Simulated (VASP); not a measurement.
Given:

```xyz
2
Lattice="0.0000 2.6066 2.6066 2.6066 0.0000 2.6066 2.6066 2.6066 0.0000" Properties=species:S:1:pos:R:3 pbc="T T T"
Cu     0.0000     0.0000     0.0000
Cl     1.3033     1.3033     1.3033
```

The numbers are results of LDA (Ceperley-Alder, Perdew-Zunger), VASP's LDA PAW potentials (set 64) (plane waves; VASP), not measurements. Numerical set-up: 520 eV cut-off, Gaussian smearing of 0.050 eV, potentials Cu Cl.

Q: Predict the band gap (along the path) with the smallest direct gap where there is one.

A: 
| Item | Value |
|---|---|
| band gap (along the path) | 0.66 eV |
| smallest direct gap (along the path) | 0.66 eV |

The compound is CuCl in the zinc blende structure. It was relaxed first, which changed the volume by -11 %.
